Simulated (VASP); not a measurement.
A run of VASP 6.6.1 is set up as follows.

File INCAR:

```
ALGO = Normal
EDIFF = 1E-7
ENCUT = 520
GGA = PE
ISIF = 2
ISMEAR = -1
LASPH = True
LCHARG = False
LREAL = False
LWAVE = False
NBANDS = 26
NELM = 100
PREC = Accurate
SIGMA = 0.05
```

KPOINTS

```
k-points
0
Gamma
  6 5 5
```

Contents of POSCAR:

```
HfMg6Cu
1.0
    4.8929670000      0.0000000000      0.0000000000
    0.0000000000      3.0405035000      5.5893910000
    0.0000000000     -3.0405035000      5.5893910000
Hf Cu Mg
1 1 6
Direct
    0.5000000000      0.6870180000      0.6870180000
    0.0000000000      0.8121960000      0.8121960000
    0.5000000000      0.1667490000      0.1667490000
    0.5000000000      0.1707310000      0.6791410000
    0.5000000000      0.6791410000      0.1707310000
    0.0000000000      0.3246770000      0.3246770000
    0.0000000000      0.3353770000      0.8241110000
    0.0000000000      0.8241110000      0.3353770000
```

Potentials or basis: VASP PAW PBE potentials, release 64 (Hf_pv, Cu, Mg).

The run is started by

```sh
$ cat potpaw_PBE.64/Hf_pv/POTCAR potpaw_PBE.64/Cu/POTCAR potpaw_PBE.64/Mg/POTCAR > POTCAR
$ mpirun -np 1 vasp_std > vasp.out
```

Task: Estimate the pressure.

Result: 0.0 GPa.

Task: What does it give for the band gap on the k mesh?

Result: None (metal or under the smearing width).

Task: What does it give for the largest force?

Result: 0.048 eV/Å.

Stress tensor (GPa, compression positive):
```
-0.20  0.00  0.00
 0.00  0.11  0.00
 0.00  0.00 -0.03
```

Spin-orbit coupling is left out, which matters for the levels of Hf.
